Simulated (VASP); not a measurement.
Se (trig): computed properties

Computed with PBE GGA, VASP's PBE PAW potentials (set 64) (plane waves; VASP).

- space group = P3_121 (152)
- cell = a = 4.4770 Å, b = 4.4770 Å, c = 5.0541 Å, α = 90.00°, β = 90.00°, γ = 120.00°
- volume per atom = 29.24 Å³/atom
- band gap (over mesh and band path) = 0.97 eV
- smallest direct gap (over mesh and band path) = 1.14 eV
- Hill bulk modulus = 10.2 GPa
- Hill shear modulus = 6.9 GPa
- Poisson's ratio = 0.224
- band-edge character without spin-orbit coupling = indirect, L to H
- band gap with spin-orbit coupling = 0.95 eV
- density = 4.48 g/cm³
- optical Γ-point spectrum = 90, 128 (×2), 217 (×2), 227 cm⁻¹

```
Se
1.0
    2.23850    -3.87719     0.00000
    2.23850     3.87719     0.00000
    0.00000     0.00000     5.05407
Se
3
Cartesian
  0.49603   0.85914   3.36938
  3.48494   0.00000   0.00000
  0.49603  -0.85914   1.68469
```

Measured: a 4.365 Å at 293 K (computed value off by +2.6 %), c 4.958 Å at 293 K (computed value off by +1.9 %), as given by Wikipedia, Selenium (infobox). The calculation is for a static lattice, while the measured a, c hold thermal and zero-point effects, which are part of the difference.   Without a dispersion term in the relaxation, distances and binding between the weakly bound layers, chains or molecules are unreliable, and so is what depends on them.

The compound is Se in the trig structure. It was relaxed first, which changed the volume by +7 %. Symmetry was kept, so distortions that lower it aren't found.
